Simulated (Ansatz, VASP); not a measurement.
## InSe in two plane-wave programs

One calculation is typed for both programs; each brings its own data sets. How far apart do they land? The cell is taken from a series of runs on this material, whose earlier steps may have relaxed, scaled, displaced or heated it; both programs get it as it stands.

Program: Ansatz 0.2.0. Level of theory: plane waves, with VASP 6.6.1 beside it; relaxation of cell and atoms at LDA. Results are calculated unless marked as measured.

## Step 1: Starting point

The structure is trigonal, space group R3m (No. 160). Conventional cell: a = 3.973 Å, b = 3.973 Å, c = 24.398 Å, α = 90.00°, β = 90.00°, γ = 120.00°. Nearest to In lie 3 Se at 2.62 Å and 1 In at 2.74 Å. Nearest to Se lie 3 In at 2.62 Å. Nearest to Se lie 3 In at 2.62 Å. Farther neighbours and most contacts between anions are not listed.

## Step 2: Ansatz: relaxation of cell and atoms, LDA

Ansatz runs on its default PAW (the set named soft_2) files.

The relaxed volume is the usual yardstick between codes: in a stiff, nearly cubic crystal its relative difference is about their pressure difference at one cell divided by the bulk modulus.

input.yaml

```yaml
crystal:
  lattice:
    - [1.9867098587, 1.1470274717, 8.1325439767]
    - [-1.9867098587, 1.1470274717, 8.1325439767]
    - [0.0, -2.2940549434, 8.1325439767]
  atoms:
    - { symbol: In, position: [-0.000518477, -0.000518477, -0.000518477] }
    - { symbol: In, position: [0.1118862923, 0.1118862923, 0.1118862923] }
    - { symbol: Se, position: [0.6141870466, 0.6141870466, 0.6141870466] }
    - { symbol: Se, position: [0.8304451381, 0.8304451381, 0.8304451381] }
kpoints:
  mp_grid: { grid: [9, 9, 9] }
hamiltonian:
  xc: lda
scf:
  occupations: { method: fixed }
output:
  forces: true
  stress: true
  eigenvalues: true
relax:
  adjacent_minimum: "off"
  f_tol: 0.001
  max_steps: 60
  cell: { stress_tol: 0.01 }
```

Command:

```bash
ansatz run input.yaml --threads 8 --pin off --max-ram 14336MiB --backend cpu --events-out ev --progress --plain --runs-dir out
```

Numbers of over 12 decimals in the logs are rounded to 6 here.

The log of the run:

```text
basis.fft_grid_basis auto: the FFT boxes are laid along the combinations [[1, 0, -1], [0, 1, -1], [0, 0, 1]] of the cell's own vectors, 3.973, 3.973 and 8.450 Å long. The dense box has 27×27×60 points. Along the cell's own vectors, as sized, it would have 60×60×60, 4.94 times as many. Of the 6 symmetry operations that the crystal satisfies within crystal.symmetry.tolerance (time reversal apart; of a slab, those that  [...]
Engine: ansatz 0.2.0, x86_64-unknown-linux-gnu
Pseudopotentials: kind: paw
Pseudopotential: In, paw, valence charge 13, recommended cutoff 420 eV (normal), In.paw.azcp
Pseudopotential: Se, paw, valence charge 16, recommended cutoff 420 eV (normal), Se.paw.azcp
Functional definition: SPW92
  exchange = slater_x
  correlation = pw_c
Crystal: 4 atoms, lattice volume = 111.195 Å³
Basis set: ecut = 420 eV, 2193 PW (Γ), FFT grids on a1−a3, a2−a3, a3
Bands: 35, of which v1, the nominal top of the filled ones, is band 29 counted from 1 (28 counted from 0)
Symmetry: 6 space group operations
Space group: R3m (ITA 160), of the structure as read, at distance tolerance 4.8e-5 Å
k-points: 85 of 729 (time reversal used)
Non-local potential: In, projectors of the file, l = 0: 2, l = 1: 2, l = 2: 2, l = 3: 2
Non-local potential: Se, projectors of the file, l = 0: 2, l = 1: 2, l = 2: 3, l = 3: 1
PAW form: soft (Blöchl's): semilocal exchange-correlation on the pseudo side does not see the compensation charge
PAW frozen core: In, regenerated for the run's functional, and the local potential with it (the file was generated under x = pbe(κ = 0.804, μ = 0.219515), c = pbe(β = 0.066725))
PAW frozen core: Se, regenerated for the run's functional, and the local potential with it (the file was generated under x = pbe(κ = 0.804, μ = 0.219515), c = pbe(β = 0.066725))
PAW one-centre angular grid: In, 590 points (default); XC on 64 Gauss nodes
PAW one-centre angular grid: Se, 590 points (default); XC on 64 Gauss nodes
Initial density: superposition of atomic densities (neutral atoms: chi_scale 0, normalization atom), corrected by the library's trained network
Initial wavefunctions: pseudopotential atomic-orbital guess
Functional: x = slater, c = lda
SCF iter   1: F=—  HF=-21682.768322 eV  |F-HF|=—  |Δ(HF+E_count)|=         —  Δρ=6.95e-3  dr2=5.78e-2  ethr=1.77e-3  ⟨swp⟩=5.0  Hψ=10948  notcnv=0  defer=340
preconditioner: auto → Resta (q_TF=auto, 2.448 Å⁻¹)  ε∞=3.4  [insulator: Δε(μ)=0.448 eV  Ē_g=13.933 eV  n_scr=30 (ndim 8)  ℏωp=21.7 eV  f_vac=0.064  ε∞_Penn≈3.4]
SCF iter   2: F=—  HF=-21682.753832 eV  |F-HF|=—  |Δ(HF+E_count)|=   1.45e-2  Δρ=2.91e-3  dr2=5.19e-3  ethr=9.96e-5  ⟨swp⟩=3.0  Hψ=5440  notcnv=0  defer=340
SCF iter   3: F=—  HF=-21682.752704 eV  |F-HF|=—  |Δ(HF+E_count)|=   1.13e-3  Δρ=9.39e-4  dr2=7.49e-4  ethr=8.94e-6  ⟨swp⟩=2.0  Hψ=4662  notcnv=0  defer=340
SCF iter   4: F=—  HF=-21682.752609 eV  |F-HF|=—  |Δ(HF+E_count)|=   9.56e-5  Δρ=2.39e-4  dr2=6.06e-5  ethr=1.29e-6  ⟨swp⟩=2.0  Hψ=3311  notcnv=0  defer=340
SCF iter   5: F=—  HF=-21682.752610 eV  |F-HF|=—  |Δ(HF+E_count)|=   1.72e-6  Δρ=4.69e-5  dr2=2.47e-6  ethr=1.04e-7  ⟨swp⟩=2.9  Hψ=5112  notcnv=0  defer=104
SCF iter   6: F=—  HF=-21682.752611 eV  |F-HF|=—  |Δ(HF+E_count)|=   8.25e-7  Δρ=9.37e-6  dr2=1.37e-7  ethr=4.27e-9  ⟨swp⟩=2.0  Hψ=5164  notcnv=0  defer=103
SCF iter   7: F=-21682.752611 eV  HF=-21682.752611 eV  |F-HF|=2.87e-10  |Δ(HF+E_count)|=   2.76e-8  Δρ=3.75e-6  dr2=2.11e-8  ethr=1.72e-10  ⟨swp⟩=9.8  Hψ=15167  notcnv=0
SCF 1 converged in 7 iterations: F = -21682.752611 eV  dr2 = 2.11e-8
  greatest PAW one-centre occupation: 1.000 electrons in one spin orbital (limit 2), on the Se atom at site 3 (counted from 0), in its partial waves of l = 2
relax step   1: F+E_penalty+E_count = -21682.75261112 eV  Δ(F+E_penalty+E_count) = +0.000e0 eV  max|allowed force component| = 1.123e-3 eV/Å  Δτ_max = 0.0000 Å  P = -0.001 GPa  Ω = 111.195 Å³  (7 SCF iters, dr2 threshold 1.00e-7 eV, accepted)
[...]
relax step   2: F+E_penalty+E_count = -21682.75262235 eV  Δ(F+E_penalty+E_count) = -1.123e-5 eV  max|allowed force component| = 1.968e-3 eV/Å  Δτ_max = 0.0014 Å  P = -0.001 GPa  Ω = 111.148 Å³  energy of the carried Pulay correction = +8.470e-6 eV  (6 SCF iters, dr2 threshold 5.18e-10 eV, accepted)
[...]
relax step   3: F+E_penalty+E_count = -21682.75262045 eV  Δ(F+E_penalty+E_count) = +1.901e-6 eV  max|allowed force component| = 2.845e-3 eV/Å  Δτ_max = 0.0005 Å  P = +0.002 GPa  Ω = 111.159 Å³  energy of the carried Pulay correction = +6.496e-6 eV  (6 SCF iters, dr2 threshold 2.42e-10 eV, accepted)
[...]
relax step   4: F+E_penalty+E_count = -21682.75262152 eV  Δ(F+E_penalty+E_count) = -1.078e-6 eV  max|allowed force component| = 3.950e-4 eV/Å  Δτ_max = 0.0002 Å  P = +0.000 GPa  Ω = 111.158 Å³  energy of the carried Pulay correction = +6.688e-6 eV  (4 SCF iters, dr2 threshold 5.06e-10 eV, accepted)
[...]
relax step   5: F+E_penalty+E_count = -21682.75261356 eV  Δ(F+E_penalty+E_count) = +7.959e-6 eV  max|allowed force component| = 3.913e-4 eV/Å  Δτ_max = 0.0000 Å  P = +0.000 GPa  Ω = 111.158 Å³  stress off target by 6.45e-4 GPa  SCF on the basis re-selected at this cell (its energy is not comparable with the rows above)  (4 SCF iters)
basis re-selected at this cell: Δ(F+E_penalty+E_count) = +7.959e-6 eV, ΔP = +0.000 GPa vs the last step (what re-selecting the basis moved, of the pressure what is left beyond the Pulay correction that the steps carried, after the strain that the cell walked since its last selection, with what the two solves' SCF thresholds leave and, on support functions, any second-order correction that the steps lacked; it is no m [...]
SCF converged after 4 iterations
Free energy (F): -21682.752614 eV
Harris-Foulkes:  -21682.752614 eV  (|F-HF|=1.09e-11)
Internal energy: -21682.752614 eV  (E = F + TS)
E sigma→0 (E₀):  -21682.752614 eV
Fermi energy:    7.623420 eV
--- Per-component energies (eV) ---
  E_band       = -900.055968
  E_kinetic    = 726.821077
  E_local      = -7732.379549  (includes V_loc(G=0)·N_el)
  E_nonlocal   = -437.834638
  E_hartree    = 3561.489970
  E_xc         = -634.429955
  E_vxc        = -399.416061  (∫ρ·V_xc dr)
  E_paw        = -11685.107344  (= ΣΔE_a)
  E_vpaw       = -180.225591  (= ΣTr[D̂ρ^β])
  E_aug_tail   = -0.001150  (compensation charges beyond the density's cutoff)
  E_ewald      = -5486.314821
  E_core_change = 5.003797  (= ΣΔE_core)
  E_smearing   = -0.000000  (= −TS)
  E_closure    = -0.000000  (closes the sum)
  Σ components = -21682.752614   (vs F -21682.752614, Δ=0.00e0)
--- Forces (eV/Å), atoms counted from 1 ---
  atom   1  In    -0.00000000    -0.00000000    -0.00039137
  atom   2  In    -0.00000000    -0.00000000     0.00034196
  atom   3  Se     0.00000000     0.00000000     0.00011093
  atom   4  Se     0.00000000     0.00000000    -0.00006188
  max |Σ_I F_I| component: 3.56e-7 eV/Å
--- Stress (GPa, compression-positive) ---
        0.000250       0.000000       0.000000
        0.000000       0.000250       0.000000
        0.000000      -0.000000       0.000645
  P = ⅓ Tr σ = 0.0004 GPa (0.004 kbar)
--- Band table (eV; the first three rows and the last of 85) ---
  k-point 0: bands = [... 25 lower, 6.2523, 6.2523, 6.4237, 6.4237, 9.4231, 9.6379, 11.9091, 11.9091, ... 2 higher]
  k-point 1: bands = [... 25 lower, 5.9942, 6.0794, 6.2915, 6.4471, 9.6714, 10.2444, 11.2857, 12.0349, ... 2 higher]
  k-point 2: bands = [... 25 lower, 5.7024, 5.7166, 5.9605, 6.5744, 9.6906, 9.8618, 11.6272, 11.7990, ... 2 higher]
  k-point 84: bands = [... 25 lower, 5.6297, 5.9981, 6.3866, 7.6234, 8.7822, 10.2218, 11.3278, 11.9091, ... 2 higher]
--- Relaxed structure (4 steps of the walk, 4 accepted, 1 SCFs on fresh bases) ---
  F+E_penalty+E_count = -21682.75261356 eV   max|allowed force component| = 3.913e-4 eV/Å   (the final SCF, on the basis selected at the relaxed cell)
  cell:  # Å, volume = 111.1578 Å³
    - [1.986932, 1.147156, 8.127994]
    - [-1.986932, 1.147156, 8.127994]
    - [0, -2.294311, 8.127994]
  atoms:
    - { symbol: In, position: [-0.000543266, -0.000543266, -0.000543266] }
    - { symbol: In, position: [0.111913, 0.111913, 0.111913] }
    - { symbol: Se, position: [0.614142, 0.614142, 0.614142] }
    - { symbol: Se, position: [0.830489, 0.830489, 0.830489] }
```

## Step 3: VASP: relaxation of cell and atoms, LDA

The same cell, functional (in two slightly different forms) and mesh now go to VASP, with its own data sets.

Lines of VASP's logs that name or quote its potential files are left out, and so is its time.

INCAR

```
SYSTEM = InSe
PREC = Accurate
ENCUT = 500
EDIFF = 1E-07
NELM = 120
ISMEAR = 0
SIGMA = 0.01
LREAL = .FALSE.
ALGO = Normal
GGA = CA
NBANDS = 25
LORBIT = 11
LWAVE = .FALSE.
LCHARG = .FALSE.
ISIF = 3
IBRION = 2
NSW = 80
EDIFFG = -0.005
LASPH = .TRUE.
GGA_COMPAT = .FALSE.
NELMIN = 4
EFERMI = MIDGAP
```

POSCAR

```
InSe
1.0
    1.9867100000      1.1470270000      8.1325440000
   -1.9867100000      1.1470270000      8.1325440000
    0.0000000000     -2.2940550000      8.1325440000
In Se
2 2
Direct
    0.9994815070      0.9994815070      0.9994815072
    0.1118863256      0.1118863256      0.1118862768
    0.6141871136      0.6141871136      0.6141868459
    0.8304452639      0.8304452639      0.8304449019
```

KPOINTS

```
Automatic mesh
0
Gamma
9 9 9
0 0 0
```

Potentials, in the order of the species: In_d and Se (LDA family, release 64).

Command:

```bash
mpirun -np 1 vasp_std
```

The log of the run:

```text
[banner, memory and clock lines left out]
running    1 mpi-ranks, on    1 nodes
 distrk:  each k-point on    1 cores,    1 groups
 distr:  one band on    1 cores,    1 groups

 POSCAR found type information on POSCAR InSe
 POSCAR found :  2 types and       4 ions
 LDA part: xc-table for (Slater(with rela. corr.)+CA(PZ))
 , standard interpolation
 POSCAR, INCAR and KPOINTS ok, starting setup
 FFT: planning ... GRIDC
 FFT: planning ... GRID_SOFT
 FFT: planning ... GRID
 WAVECAR not read
 entering main loop
       N       E                     dE             d eps       ncg     rms          rms(c)
DAV:   1     0.329349403599E+03    0.32935E+03   -0.17103E+04  4250   0.165E+03
DAV:   2     0.204889168606E+02   -0.30886E+03   -0.30239E+03  4327   0.395E+02
DAV:   3    -0.156632357507E+02   -0.36152E+02   -0.35581E+02  5534   0.149E+02
DAV:   4    -0.171033763138E+02   -0.14401E+01   -0.14373E+01  4857   0.318E+01
DAV:   5    -0.171689089748E+02   -0.65533E-01   -0.65522E-01  6774   0.633E+00    0.719E+00
DAV:   6    -0.167211758947E+02    0.44773E+00   -0.92511E-01  5758   0.159E+01    0.438E+00
DAV:   7    -0.166775286643E+02    0.43647E-01   -0.34737E-01  5706   0.435E+00    0.109E+00
DAV:   8    -0.166720120979E+02    0.55166E-02   -0.29504E-02  6540   0.201E+00    0.600E-01
DAV:   9    -0.166711663909E+02    0.84571E-03   -0.46892E-03  4994   0.441E-01    0.142E-01
DAV:  10    -0.166711785226E+02   -0.12132E-04   -0.29271E-04  6707   0.140E-01    0.817E-02
DAV:  11    -0.166711904083E+02   -0.11886E-04   -0.59364E-05  5656   0.842E-02    0.190E-02
DAV:  12    -0.166711868878E+02    0.35205E-05   -0.10543E-05  6309   0.360E-02    0.126E-02
DAV:  13    -0.166711872222E+02   -0.33446E-06   -0.19289E-06  5757   0.862E-03    0.750E-03
DAV:  14    -0.166711872927E+02   -0.70452E-07   -0.51115E-07  4349   0.101E-02
   1 F= -.16671187E+02 E0= -.16671187E+02  d E =-.166712E+02
[...]
2 F= -.16671271E+02 E0= -.16671271E+02  d E =-.833569E-04
[...]
3 F= -.16671321E+02 E0= -.16671321E+02  d E =-.133470E-03
 curvature:  -0.31 expect dE=-0.200E-05 dE for cont linesearch -0.608E-07
 ZBRENT: interpolating
 opt :   0.6113  next Energy=   -16.671321 (dE=-0.134E-03)
 bond charge predicted
       N       E                     dE             d eps       ncg     rms          rms(c)
DAV:   1    -0.166713214225E+02   -0.67182E-06   -0.19145E-05  5521   0.706E-02    0.509E-03
DAV:   2    -0.166713208373E+02    0.58518E-06   -0.16336E-06  4307   0.228E-02    0.178E-03
DAV:   3    -0.166713207489E+02    0.88410E-07   -0.39129E-07  4392   0.974E-03    0.966E-04
DAV:   4    -0.166713207476E+02    0.12997E-08   -0.31666E-08  2297   0.134E-03
   4 F= -.16671321E+02 E0= -.16671321E+02  d E =-.133455E-03
 curvature:  -0.31 expect dE=-0.182E-05 dE for cont linesearch -0.396E-08
 trial: gam= 0.00862 g(F)=  0.423E-05 g(S)=  0.172E-05 ort = 0.233E-05 (trialstep = 0.922E+00)
 search vector abs. value=  0.603E-05
 reached required accuracy - stopping structural energy minimisation
```

From OUTCAR (step 3):

```text
ion  position               nearest neighbor table
   1  0.999  0.999  0.999-   3 2.62   3 2.62   3 2.62   2 2.74
   2  0.112  0.112  0.112-   4 2.62   4 2.62   4 2.62   1 2.74
   3  0.614  0.614  0.614-   1 2.62   1 2.62   1 2.62
   4  0.830  0.830  0.830-   2 2.62   2 2.62   2 2.62

  LATTYP: Found a trigonal (rhomboedric) cell.
 ALAT       =     8.4499088442
 COS(alpha) =     0.8894407959

 Subroutine GETGRP returns: Found  6 space group operations
 (whereof  6 operations were pure point group operations)

The static configuration has the point symmetry C_3v.

 Found     85 irreducible k-points:

   k-points           NKPTS =     85   k-points in BZ     NKDIM =     85   number of bands    NBANDS=     25

   dimension x,y,z NGX =    64 NGY =   64 NGZ =   64
   dimension x,y,z NGXF=   128 NGYF=  128 NGZF=  128

   ENCUT  =  500.0 eV  36.75 Ry    6.06 a.u.  15.41 15.41 15.41*2*pi/ulx,y,z

   NELECT =      38.0000    total number of electrons

 k-points in reciprocal lattice and weights: Automatic mesh
   0.00000000  0.00000000  0.00000000       0.001
   0.11111111  0.00000000 -0.00000000       0.008
   0.22222222 -0.00000000 -0.00000000       0.008
   0.33333333 -0.00000000 -0.00000000       0.008
   0.44444444 -0.00000000 -0.00000000       0.008
   0.11111111  0.11111111 -0.00000000       0.008
   0.22222222  0.11111111 -0.00000000       0.016
   0.33333333  0.11111111 -0.00000000       0.016
   0.44444444  0.11111111  0.00000000       0.016
[...]
0.44444444  0.44444444  0.44444444       0.003
  -0.44444444  0.44444444  0.44444444       0.008

 average (electrostatic) potential at core
       1 -96.2469       2 -96.2449       3 -59.9191       4 -59.9191

 E-fermi :   4.6570

 k-point     1 :       0.0000    0.0000    0.0000
  band No.  band energies     occupation
    ...
     15       2.7139      2.00000
     16       3.0502      2.00000
     17       3.0502      2.00000
     18       3.2198      2.00000
     19       3.2198      2.00000
     20       6.2181      0.00000
     21       6.4385      0.00000
     22       8.6955      0.00000
     23       8.6955      0.00000
     24       9.5287      0.00000
    ...

 k-point     2 :       0.1111    0.0000   -0.0000
  band No.  band energies     occupation
    ...
     15       2.1258      2.00000
     16       2.7912      2.00000
     17       2.8776      2.00000
     18       3.0875      2.00000
     19       3.2429      2.00000
     20       6.4701      0.00000
     21       7.0434      0.00000
     22       8.0764      0.00000
     23       8.8217      0.00000
     24       9.2428      0.00000
    ...

 k-point     3 :       0.2222   -0.0000   -0.0000
  band No.  band energies     occupation
    ...
     15       0.9811      2.00000
     16       2.5010      2.00000
     17       2.5152      2.00000
     18       2.7567      2.00000
     19       3.3719      2.00000
     20       6.4900      0.00000
     21       6.6606      0.00000
     22       8.4171      0.00000
     23       8.5868      0.00000
     24       9.0479      0.00000
    ...

  Total       -0.0060146     -0.0060146      0.0083989      0.0000000     -0.0000000      0.0000000
  in kB       -0.0864822     -0.0864822      0.1207649      0.0000000     -0.0000000      0.0000000
  external PRESSURE =      -0.0173999 kB  Pullay stress =       0.0000000 kB

  energy-cutoff  :      500.00
  volume of cell :      111.43
      direct lattice vectors                 reciprocal lattice vectors
     1.988083989  1.147820272  8.138295275     0.251498429  0.145202714  0.040958625
    -1.988083989  1.147820272  8.138295275    -0.251498429  0.145202714  0.040958625
     0.000000000 -2.295641546  8.138295275     0.000000000 -0.290405427  0.040958607

 POSITION                                       TOTAL-FORCE (eV/Angst)
 -----------------------------------------------------------------------------------
      0.00000     -0.00000     24.40263         0.000000      0.000000     -0.004844
      0.00000      0.00000      2.73129         0.000000     -0.000000      0.004775
      0.00000     -0.00000     14.99446         0.000000      0.000000     -0.004520
      0.00000     -0.00000     20.27607         0.000000     -0.000000      0.004588
 -----------------------------------------------------------------------------------
    total drift:                                0.000000     -0.000536      0.000159

  FREE ENERGIE OF THE ION-ELECTRON SYSTEM (eV)
  ---------------------------------------------------
  free  energy   TOTEN  =       -16.6713207476 eV

  energy  without entropy=      -16.6713207476  energy(sigma->0) =      -16.67132075

 reached required accuracy - stopping structural energy minimisation

 total charge
# of ion       s       p       d       tot
------------------------------------------
    1        0.876   0.705   9.884  11.465
    2        0.876   0.707   9.884  11.467
    3        1.480   2.333   0.025   3.838
    4        1.479   2.334   0.026   3.839
--------------------------------------------------
tot          4.710   6.078  19.820  30.608

[... 3 further parts left out ...]
```

CONTCAR:

```
InSe
   1.00000000000000
     1.9880839891492224    1.1478202720825226    8.1382952748714175
    -1.9880839891492224    1.1478202720825226    8.1382952748714175
     0.0000000000000000   -2.2956415455638277    8.1382952749711617
  In              Se
     2     2
Direct
     0.9994980199755098    0.9994980199755098    0.9994980201755185
     0.1118697677259442    0.1118697677259442    0.1118697189259421
     0.6141525352694595    0.6141525352694595    0.6141522675694462
     0.8304798871290889    0.8304798871290889    0.8304795251290982
```

The run keeps the 6 symmetry operations of its start, so it cannot find a distortion of lower symmetry.

## Step 4: Side by side

Known differences besides the potentials themselves: the two LDA forms differ slightly; fixed occupations in Ansatz, narrow Gaussian smearing in VASP; the data sets hold 58 valence electrons in Ansatz (on its default PAW (the set named soft_2) files) and 38 in VASP; the cutoff is 420 eV in Ansatz and 500 eV in VASP; VASP's log shows a relativistic correction to its local exchange, Ansatz's none; Ansatz adds a Pulay correction to the stress that steers its cell, VASP none. Total energies have different zeros and are not compared.

The two programs side by side:

| quantity | Ansatz | VASP | difference |
| --- | --- | --- | --- |
| volume (Å³) | 111.16 | 111.43 | -0.24 % |
| edge a after relaxation, in the typed setting (Å) | 8.446 | 8.456 | -0.12 % |

## Step 5: Results

| Property | Result |
| --- | --- |
| difference in volume (relaxation of cell and atoms, LDA) | -0.24 % |

What this shows: The difference in volume is -0.24 % (relaxation of cell and atoms, LDA), within the 1.2 % picked in this series as the mark of a large difference, as far as the stopping tolerances let one tell. The data sets hold unlike numbers of valence electrons (58 in Ansatz and 38 in VASP), so part of the differences comes from the potentials. How closely two codes agree says nothing of how well the functional describes the real material.

[Lines on the potential files, build, host, timing and source positions are cut from VASP's logs without a mark.]

[Logs are printed without paths, hosts, clocks, repeated set-up lines and the standing remarks that a program may print on its own settings, such as how far it seeks lower states.]

[Hosts, paths, dates, database ids (printed as entryN), source tags and the programs' standing remarks are cut or masked in the printed files.]
